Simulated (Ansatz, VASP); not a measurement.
**One calculation of GaF, two programs**

INCAR

```
PREC = Accurate ; ENCUT = 520
EDIFF = 1E-6 ; ISMEAR = -1
SIGMA = 0.05 ; LREAL = F
LASPH = T ; NELM = 80
ALGO = Normal ; ISIF = 2
LWAVE = F ; LCHARG = F
GGA = PE ; NBANDS = 17
```

File KPOINTS:

```
regular mesh
0
Gamma
  8 8 8
```

File POSCAR:

```
GaF
1.0
    0.0000000000      2.7881371661      2.7881371661
    2.7881371661      0.0000000000      2.7881371661
    2.7881371661      2.7881371661      0.0000000000
Ga F
1 1
Direct
    0.2500000000      0.2500000000      0.2500000000
    0.0000000000      0.0000000000      0.0000000000
```

The input input.yaml:

```yaml
crystal:
  lattice:
    - [0.0, 2.7881371661, 2.7881371661]
    - [2.7881371661, 0.0, 2.7881371661]
    - [2.7881371661, 2.7881371661, 0.0]
  atoms:
    - { symbol: Ga, position: [0.25, 0.25, 0.25] }
    - { symbol: F, position: [0.0, 0.0, 0.0] }
hamiltonian:
  xc: pbe
  pseudopotentials: { kind: paw }
kpoints:
  mp_grid: { grid: [8, 8, 8] }
scf:
  occupations: { method: fermi_dirac, width: 0.05 }
output:
  forces: true
  stress: true
  eigenvalues: true
```

The cell was built by a generator and needn't be a form met in nature.

Alike in both runs: task single point; functional PBE; k mesh 8 × 8 × 8; occupations fermi-dirac, width 0.05 eV; no spin polarisation.

|  | VASP | Ansatz |
| --- | --- | --- |
| version | VASP 6.6.1 | Ansatz 0.2.0 |
| potentials or method | VASP PAW PBE potentials, release 64 (Ga_d, F) | Ansatz PAW |
| plane-wave cutoff (eV) | 520 | 420 |
| valence electrons in the cell | 20 | 20 |

|  | VASP | Ansatz | Ansatz less VASP |
| --- | --- | --- | --- |
| gap on the k mesh at the Fermi level (eV) | 2.01 | 2.01 | +0.004 |
| least direct gap on the mesh (eV) | 2.02 | 2.02 | +0.004 |
| pressure (GPa) | 1.8 | 1.8 | +0.08 |

With one functional, cell and mesh, what is left measures potentials, basis and numerics.

A k mesh can miss the band edges. As with any semilocal functional, this PBE gap is likely too small.
